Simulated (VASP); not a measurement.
**PbO: stress against strain**

PbO (litharge, P4/nmm, 22.430 Å³/atom and stress up to 0.07 GPa in the relaxed cell, c along z) under an equal strain ε along x and y, with z held. PBE in VASP (plane waves, PAW), 600 eV, 8×8×6 Γ-centred mesh, Gaussian smearing 0.05 eV; ions are relaxed, or left where forces stay under 0.02 eV/Å, within the symmetry of each cell. Against the start cell, which lies near the measured one, the relaxed cell differs by 12.8 % in volume and 8.6 % in c; the values below rest on it. Stress is positive for a compressed cell.

Here s stands for strain and y for stress xx.

| strain (%) | stress xx (GPa) |
|---|---|
| -1.50 | 1.82 |
| -1.00 | 1.21 |
| -0.50 | 0.63 |
| 0.00 | 0.04 |
| 0.50 | -0.45 |
| 1.00 | -0.94 |
| 1.50 | -1.39 |
| 3.00 | ? |

The 7 complete rows are fitted with a straight line, y against s. Means: s 0, y 0.131. About the means, the sum of products is -7.5050 and the sum of squares of s is 7.0000; the slope is their ratio. Least squares gives y = 0.131 - 1.0721·s. Residuals (row less fit): 0.081, 0.007, -0.037, -0.091, -0.045, 0.001, 0.087; standard error 0.072 (degrees of freedom: 5). The slope gives the elastic constants C11 + C12 = 107 ± 3 GPa (± standard error of the fit, which holds the terms cut off).

**Question.** Estimate the missing y (s = 3.00); what did the run itself give?

**Answer.** y = 0.131 - 1.0721 × 3.0 = -3.085 GPa. The calculation gives -2.63 GPa, 0.455 GPa above the prediction (10.2 % of the range of y in the table). The row lies outside the fitted rows, so this is an extrapolation. From the scatter of the fitted rows alone, a prediction at this place has a standard error of 0.112 GPa, so the miss is 4.1 times that.

A polynomial of degree 2 through the 12 other runs of the series gives -2.60 there, so most of the miss is curvature that the fit leaves out. Spin-orbit coupling is left out, which can shift these values for the heavy elements here. For PbO: without a dispersion term in the relaxation, distances and binding between the weakly bound layers, chains or molecules are unreliable, and so is what depends on them. Rows are the converged runs of the series near zero and its far end, less any whose ions stayed unrelaxed beside relaxed ones; series whose fitted rows scatter by over a few per cent of the range, as at a crossing or softening among them, aren't shown in this form. Most that stay on the fit to the last digits aren't either.
